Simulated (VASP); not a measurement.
Given:

```
CELL_PARAMETERS angstrom
      0.00000     2.92605     2.92605
      2.92605     0.00000     2.92605
      2.92605     2.92605     0.00000
ATOMIC_POSITIONS crystal
  Cu 0.00000 0.00000 0.00000
  I  0.25000 0.25000 0.25000
```

Level of theory: PBE GGA with D4 dispersion, VASP's PBE PAW potentials (set 64) (plane waves; VASP). Run with 520 eV cut-off, 8×8×8 Γ-centred mesh, Gaussian smearing of 0.050 eV, potentials Cu I.

Unless said otherwise, spin-orbit coupling is left out, though it shifts the bands of the heavy elements here.

Problem. Estimate the energy per atom (σ→0), pressure, band gap (on the k-mesh) with the smallest direct gap where there is one.

Solution. 
```json
{
  "band gap (on the k-mesh)": "1.45 eV",
  "smallest direct gap (on the k-mesh)": "1.45 eV",
  "energy per atom (σ→0)": "-3.138 eV/atom",
  "pressure": "3.34 GPa"
}
```

Total energies compare only between runs with the same potentials, cut-off and functional.

The compound is CuI in the zinc blende structure. This cell is one point of a volume scan, at 0.94 of the reference volume.
